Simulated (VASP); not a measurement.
Input:

```
CELL_PARAMETERS angstrom
      5.66746     0.00000     0.00000
      2.83373     4.00750     0.00000
      0.00000     0.00000    19.83433
ATOMIC_POSITIONS crystal
  Fe 0.75025 0.49950 0.34785
  Fe 0.24975 0.50050 0.34785
  Fe 0.75032 0.00000 0.34830
  Fe 0.24968 0.00000 0.34830
  Fe 0.00000 0.00000 0.44861
  Fe 0.50000 0.00000 0.44878
  Fe 0.00000 0.50000 0.44837
  Fe 0.50000 0.50000 0.44837
  Fe 0.75151 0.49699 0.55033
  Fe 0.24849 0.50301 0.55033
  Fe 0.75250 0.00000 0.55081
  Fe 0.24750 0.00000 0.55081
  Fe 0.00000 0.00000 0.66028
  Fe 0.50000 0.00000 0.64631
  Fe 0.00000 0.50000 0.65010
  Fe 0.50000 0.50000 0.65010
  F  0.00000 0.00000 0.75014
```
Starting moments (μB, in the order of the record's atoms Fe Fe Fe Fe Fe Fe Fe Fe Fe Fe Fe Fe Fe Fe Fe Fe F): 2.5 2.5 2.5 2.5 2.5 2.5 2.5 2.5 2.5 2.5 2.5 2.5 2.5 2.5 2.5 2.5 0.0.

These are PBE GGA, VASP's PBE PAW potentials (set 64) (plane waves; VASP 6.6.1) values and carry that method's errors. Numerical set-up: PREC = Normal, 400 eV cut-off, 6×7×1 Γ-centred mesh, first-order Methfessel-Paxton smearing of 0.10 eV, potentials Fe F.

The moments were started parallel, and other spin orders were not tried in this run.

**Question.** Estimate the cell moment, energy per atom (σ→0), band gap (on the k-mesh) with the smallest direct gap where there is one.

**Answer.** 
| Quantity | Result |
|---|---|
| band gap (on the k-mesh) | none (metal, semimetal or under 0.01 eV) |
| cell moment | 39.96 μB |
| energy per atom (σ→0) | -7.643 eV/atom |

**Question.** Give the moment on each site (PAW-sphere projection).

**Answer.** 
```json
[
 {"site": "Fe1", "moment (μB)": "2.58"},
 {"site": "Fe2", "moment (μB)": "2.58"},
 {"site": "Fe3", "moment (μB)": "2.57"},
 {"site": "Fe4", "moment (μB)": "2.57"},
 {"site": "Fe5", "moment (μB)": "2.31"},
 {"site": "Fe6", "moment (μB)": "2.34"},
 {"site": "Fe7", "moment (μB)": "2.35"},
 {"site": "Fe8", "moment (μB)": "2.35"},
 {"site": "Fe9", "moment (μB)": "2.31"},
 {"site": "Fe10", "moment (μB)": "2.31"},
 {"site": "Fe11", "moment (μB)": "2.29"},
 {"site": "Fe12", "moment (μB)": "2.29"},
 {"site": "Fe13", "moment (μB)": "2.44"},
 {"site": "Fe14", "moment (μB)": "2.60"},
 {"site": "Fe15", "moment (μB)": "2.72"},
 {"site": "Fe16", "moment (μB)": "2.72"},
 {"site": "F17", "moment (μB)": "0.14"}
]
```

Total energies compare only between runs with the same potentials, cut-off and functional.

The cell is a thin slab with vacuum, built from Fe (bcc): (110) face, F adsorbed.
